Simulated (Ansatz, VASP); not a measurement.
# Two plane-wave programs on SiP7

```xyz
8
Lattice="3.4632 1.9995 3.1932 -3.4632 1.9995 3.1932 0.0000 -3.9990 3.1932" Properties=species:S:1:pos:R:3 pbc="T T T"
Si    0.0000    0.0000    0.1591
P     1.7173   -0.9915    3.2411
P     0.0000    0.0000    5.2790
P    -1.7173   -0.9915    3.2411
P     0.0000    1.9830    3.2411
P    -1.7080    0.9861    2.1213
P     1.7080    0.9861    2.1213
P     0.0000   -1.9723    2.1213
```

Alike in both runs: task single point; functional PBE; k mesh 6 × 6 × 6; occupations gaussian, width 0.2 eV; no spin polarisation.

|  | VASP | Ansatz |
| --- | --- | --- |
| version | VASP 6.6.1 | Ansatz 0.2.0 |
| potentials or method | VASP PAW PBE potentials, release 64 (Si, P) | scalar-relativistic, plane waves, PAW |
| plane-wave cutoff (eV) | 520 | 420 |
| valence electrons in the cell | 39 | 39 |

VASP gave:

* gap on the k mesh at the Fermi level (eV): none
* pressure (GPa): -0.3
* largest component of the traceless stress (GPa): 0.09
* rms of the force components (eV/Å): 0.026

**Question.** What did Ansatz give for the same quantities?

**Answer.** gap on the k mesh at the Fermi level (eV): none; pressure (GPa): 0.0; largest component of the traceless stress (GPa): 0.22; rms of the force components (eV/Å): 0.004.

Atom by atom the forces differ by 0.028 eV/Å (rms over components). A gap of «none» marks a metal or a gap that the smearing closes. With one functional, cell and mesh, what is left measures potentials, basis and numerics.
